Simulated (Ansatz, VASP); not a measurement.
# ZnIn2Ga2O7 (glassy ZnIn2Ga2O7) in two plane-wave programs, part 2 of 2

One calculation is typed for both programs; each brings its own data sets. How far apart do they land? Of the first pair: The structure shown is the start of the Ansatz relaxation below; VASP solves that cell, so the two are compared at the walk's first step.

VASP 6.6.1 and Ansatz 0.2.0.

So far. Step 3 (VASP: single point, LDA, start cell, pair 1): The run ends at a pressure of -10.12 GPa, with forces up to 2.9 eV/Å.

**5. Ansatz: relaxation, LDA**

This run makes the geometry at which the two programs are then compared. The cell compared in this pair holds 2114.86 Å³, against 2339.87 Å³ for the pair before.

The structure compared here is the end of the Ansatz relaxation.

This is the run of step 2 again, met here at its other cell.

**6. VASP: single point, LDA, relaxed cell, pair 2**

The same cell, functional (in two slightly different forms), mesh and smearing now go to VASP, with its own data sets.

INCAR reads:

```
SYSTEM = ZnIn2Ga2O7
PREC = Accurate
ENCUT = 600
EDIFF = 1E-06
NELM = 120
ISMEAR = -1
SIGMA = 0.05
LREAL = Auto
ALGO = Normal
GGA = PW92
NBANDS = 922
LORBIT = 11
LWAVE = .FALSE.
LCHARG = .FALSE.
ISIF = 2
LASPH = .TRUE.
GGA_COMPAT = .FALSE.
EFERMI = MIDGAP
```

POSCAR reads:

```
ZnIn2Ga2O7
1.0
   12.6336740000      0.0556710000     -0.0784180000
    0.0556710000     12.9583440000     -0.1085810000
   -0.0784180000     -0.1085810000     12.9198560000
Ga In O Zn
30 30 105 15
Direct
    0.2649100000      0.6309800000      0.7775200000
    0.4728400000      0.0771300000      0.8851700000
    0.2994300000      0.8753300000      0.1611700000
    0.0452400000      0.9956100000      0.9061100000
    0.8493200000      0.2469600000      0.0903900000
    0.3543400000      0.6737500000      0.0043600000
    0.4951600000      0.8916900000      0.0275000000
    0.0614900000      0.8020600000      0.7345000000
    0.6611300000      0.1175800000      0.6907400000
    0.7243800000      0.9092300000      0.5050900000
    0.3199000000      0.9180800000      0.4018000000
    0.9111300000      0.0644500000      0.2401600000
    0.1098700000      0.1149100000      0.3450000000
    0.5218600000      0.0147400000      0.4612000000
    0.2604000000      0.0518400000      0.9866000000
    0.2749600000      0.2528500000      0.1828900000
    0.5118100000      0.9222300000      0.6641500000
    0.7052800000      0.0183100000      0.3218700000
    0.9094500000      0.8298600000      0.3244100000
    0.9582600000      0.6800100000      0.1429500000
    0.8000500000      0.1193700000      0.8840600000
    0.6915900000      0.7505200000      0.6977400000
    0.1413600000      0.7802200000      0.9786600000
    0.7305400000      0.6807000000      0.3284800000
    0.6085200000      0.6828200000      0.1014700000
    0.0422500000      0.2096000000      0.8704800000
    0.5104700000      0.7719700000      0.4740400000
    0.5357200000      0.8738900000      0.2696900000
    0.9109800000      0.4051600000      0.9190700000
    0.9218800000      0.3016600000      0.3337500000
[... 144 atom lines left out ...]
    0.0452300000      0.5991600000      0.9086600000
    0.1876800000      0.6311600000      0.1591000000
    0.8176100000      0.6159600000      0.9739400000
    0.5811500000      0.5768900000      0.8789300000
    0.6084700000      0.3941600000      0.6779300000
    0.8421700000      0.9286500000      0.7371200000
```

KPOINTS reads:

```
Automatic mesh
0
Gamma
1 1 1
0 0 0
```

PAW data sets: Ga_d, In_d, O and Zn (LDA family, release 64).

Run with:

```
$ export OMP_NUM_THREADS=3
$ mpirun -np 1 vasp_gam
```

Output:

```text
[banner, memory and clock lines left out]
running    1 mpi-ranks, on    1 nodes
[...]
Offloading initialized ...    1 GPUs detected
[...]
[... a notice as in an earlier step ...]

 LDA part: xc-table for (Slater(with rela. corr.)+PW92), standard interpolation
 POSCAR, INCAR and KPOINTS ok, starting setup
[...]
entering main loop
       N       E                     dE             d eps       ncg     rms          rms(c)
DAV:   1     0.464843568371E+05    0.46484E+05   -0.65403E+05  1844   0.353E+03
DAV:   2     0.118876299469E+05   -0.34597E+05   -0.32922E+05  1844   0.109E+03
DAV:   3     0.102918112601E+04   -0.10858E+05   -0.10287E+05  2124   0.438E+02
DAV:   4    -0.105271608616E+04   -0.20819E+04   -0.20014E+04  2152   0.193E+02
[...]
DAV:  24    -0.112436512792E+04    0.89770E-05   -0.29857E-05  2640   0.371E-02    0.240E-02
DAV:  25    -0.112436512828E+04   -0.35304E-06   -0.26820E-05  3032   0.153E-02    0.138E-02
DAV:  26    -0.112436512885E+04   -0.57093E-06   -0.99501E-06  1776   0.698E-03
   1 F= -.11243651E+04 E0= -.11243651E+04  d E =-.578972E-04
```

OUTCAR, selected parts (step 6):

```text
  Total       10.0615269      9.0644320     10.6122570      0.3026819     -0.5410471     -0.0609561
  in kB        7.6224153      6.8670357      8.0396376      0.2293059     -0.4098866     -0.0461792
  external PRESSURE =       7.5096962 kB  Pullay stress =       0.0000000 kB

  FREE ENERGIE OF THE ION-ELECTRON SYSTEM (eV)
  ---------------------------------------------------
  free  energy   TOTEN  =     -1124.3651288468 eV

  energy  without entropy=    -1124.3650709496  energy(sigma->0) =    -1124.36509990

[... 1 part as in an earlier step ...]

[... 2 further parts left out ...]
[key lines of the parts left out:]
E-fermi :   4.6874
```

The run ends at a pressure of 0.75 GPa, with forces up to 0.12 eV/Å.

**7. Comparison**

What differs besides the data sets and the points named for the pairs above, as far as they apply: the cutoff is 420 eV in Ansatz and 600 eV in VASP (PREC = Accurate, projectors in real space). Total energies have different zeros and are not compared.

The two programs side by side:

```tsv
quantity	Ansatz	VASP	difference
pressure (GPa)	0.00	0.75	-0.76
gap on the k mesh (eV)	1.101	1.105	-0.005
```

Forces on 7 of the 180 atoms, those with the largest forces and the largest differences (eV/Å; atoms numbered as in POSCAR):

```tsv
atom	Ansatz x, y, z	VASP x, y, z
O109	-0.004, 0.005, 0.000	-0.085, -0.034, -0.030
O110	-0.002, -0.003, 0.007	-0.088, -0.023, 0.083
O112	0.001, 0.002, 0.004	0.096, 0.050, 0.025
O118	0.001, -0.002, -0.004	-0.081, -0.034, 0.026
O143	0.002, -0.003, 0.003	0.024, 0.087, -0.041
O147	-0.001, 0.002, -0.003	0.069, -0.072, -0.017
O153	0.004, -0.007, 0.008	0.041, 0.011, 0.081
```

The forces differ by 28 meV/Å r.m.s., where the r.m.s. force is 0.003 eV/Å in Ansatz and 0.029 eV/Å in VASP: the atoms lie near their places of rest in Ansatz, so a percentage would say little (all taken over all components). A gap on the mesh is an upper bound, since the band edges may lie between its points.

**8. What came out**

```json
{
  "r.m.s. force difference (single point, LDA, start cell, pair 1)": "3.6 % of the r.m.s. force",
  "r.m.s. force difference (single point, LDA, relaxed cell, pair 2)": "28 meV/Å",
  "difference in pressure (single point, LDA, relaxed cell, pair 2)": "-0.76 GPa"
}
```

**Reading.** The r.m.s. force difference is 28 meV/Å (single point, LDA, relaxed cell, pair 2), beyond the 12 meV/Å picked in this series as the mark of a large difference. What causes the difference of the single point, LDA, start cell, pair 1 pair stays open here. What causes the difference of the single point, LDA, relaxed cell, pair 2 pair stays open here. How closely two codes agree says nothing of how well the functional describes the real material.

[Lines on the potential files, build, host, timing and source positions are cut from VASP's logs without a mark.]

[Logs are printed without paths, hosts, clocks, repeated set-up lines and the standing remarks that a program may print on its own settings, such as how far it seeks lower states.]

[Hosts, paths, dates, database ids (printed as entryN), source tags and the programs' standing remarks are cut or masked in the printed files.]
